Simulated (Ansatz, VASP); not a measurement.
**ReTeOs3 in VASP and in Ansatz**

INCAR

```
SYSTEM = ReTeOs3
PREC = Accurate
ENCUT = 600
EDIFF = 1E-7
ISMEAR = 0
SIGMA = 0.1
LREAL = .False.
LASPH = .True.
NELM = 100
ALGO = Normal
ISIF = 3
LWAVE = .False.
LCHARG = .False.
GGA = PE
IBRION = 2
NSW = 90
EDIFFG = -0.04
```

The input KPOINTS:

```
Automatic mesh
0
Gamma
  4 4 4
  0 0 0
```

POSCAR

```
ReTeOs3
1.0
    4.3062548900      0.0000000000      0.0000000000
    0.0000000000      4.3062548900      0.0000000000
    0.0000000000      0.0000000000      4.3062548900
Re Te Os
1 1 3
Direct
    0.5000000000      0.5000000000      0.5000000000
    0.0000000000      0.0000000000      0.0000000000
    0.5000000000      0.5000000000      0.0000000000
    0.0000000000      0.5000000000      0.5000000000
    0.5000000000      0.0000000000      0.5000000000
```

Input for Ansatz:

```yaml
crystal:
  lattice:
    - [4.30625489, 0.0, 0.0]
    - [0.0, 4.30625489, 0.0]
    - [0.0, 0.0, 4.30625489]
  atoms:
    - { symbol: Re, position: [0.5, 0.5, 0.5] }
    - { symbol: Te, position: [0.0, 0.0, 0.0] }
    - { symbol: Os, position: [0.5, 0.5, 0.0] }
    - { symbol: Os, position: [0.0, 0.5, 0.5] }
    - { symbol: Os, position: [0.5, 0.0, 0.5] }
basis:
  ecutwfc: 420
kpoints:
  mp_grid: { grid: [4, 4, 4] }
hamiltonian:
  xc: pbe
scf:
  occupations: { method: gaussian, width: 0.1 }
  lower_state_search: "off"
output:
  forces: true
  stress: true
  eigenvalues: true
relax:
  adjacent_minimum: "off"
  f_tol: 0.04
  max_steps: 70
  cell: { stress_tol: 0.4 }
```

Change from the starting cell: species swapped into the KVF3 type (Pm-3m, No. 221).

Alike in both runs: task relaxation of cell and atoms; functional PBE; k mesh 4 × 4 × 4; occupations gaussian, width 0.1 eV; no spin polarisation.

|  | VASP | Ansatz |
| --- | --- | --- |
| version | VASP 6.6.1 | Ansatz 0.2.0 |
| potentials or method | VASP PAW PBE potentials, release 64 (Re, Te, Os) | scalar-relativistic, plane waves, PAW |
| plane-wave cutoff (eV) | 600 | 420 |
| valence electrons in the cell | 37 | 79 |

Ansatz gave:

```
gap on the k mesh at the Fermi level, each at its own relaxed structure (eV) : none
relaxed volume (Å³/atom)                                                     : 21.36
relaxed cell length with the largest relative difference (Å)                 : 4.745
energy change over the relaxation (meV/atom)                                 : -1171
```

What did VASP give for the same quantities?

gap on the k mesh at the Fermi level, each at its own relaxed structure (eV): none; relaxed volume (Å³/atom): 21.23; relaxed cell length with the largest relative difference (Å): 4.735; energy change over the relaxation (meV/atom): -1103.

A gap of «none» marks a metal or a gap that the smearing closes. The two sets of potentials don't hold the same shells in valence.

Caveats: the k mesh is coarse (spacing up to 0.36 Å⁻¹), so the values aren't converged; the volume moved by over 15 % at a fixed basis, so the end points are rough (VASP); the bands computed are all filled at some k points, so no gap is given. Spin-orbit coupling is left out, which matters for the levels of Os, Re, Te.
